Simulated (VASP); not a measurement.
A convergence study with VASP on AuAl2 (fluorite): one setting is varied, all else stays as given below, so the limit is that of these other settings.

```yaml
crystal:
  lattice:
    - [0.00000, 3.00000, 3.00000]
    - [3.00000, 0.00000, 3.00000]
    - [3.00000, 3.00000, 0.00000]
  atoms:
    - { symbol: Al, position: [0.25000, 0.25000, 0.25000] }
    - { symbol: Al, position: [0.75000, 0.75000, 0.75000] }
    - { symbol: Au, position: [0.00000, 0.00000, 0.00000] }
```

These are PBE GGA, VASP's PBE PAW potentials (set 64) (plane waves; VASP) values and carry that method's errors. The tightest run used: 550 eV cut-off, 18×18×18 Γ-centred mesh, first-order Methfessel-Paxton smearing of 0.10 eV, potentials Al Au.

```
setting     E (eV/atom)  pressure (GPa)  irreducible k-points
----------  -----------  --------------  --------------------
1×1×1 mesh       2.8297           54.81                     1
2×2×2 mesh      -3.5748           -2.19                     3
3×3×3 mesh      -3.9149            1.27                     4
4×4×4 mesh      -4.0006            2.36                     8
5×5×5 mesh      -4.0131            3.05                    10
```

Question: These are the cheaper rows. Estimate the results at 18×18×18 mesh, and how far the last row shown lies from them.

Answer: 
```tsv
quantity	tightest run	last row shown is off by
E (eV/atom)	-4.0024	-0.0107
pressure (GPa)	3.16	-0.11
```

Left out are rungs that failed or repeat a setting and relaxations that didn't move; long series are thinned to 24 rows.

The compound is AuAl2 in the fluorite structure. The cell was not relaxed at this level. The electron count is odd and the run is not spin-polarised, which forces a metal.
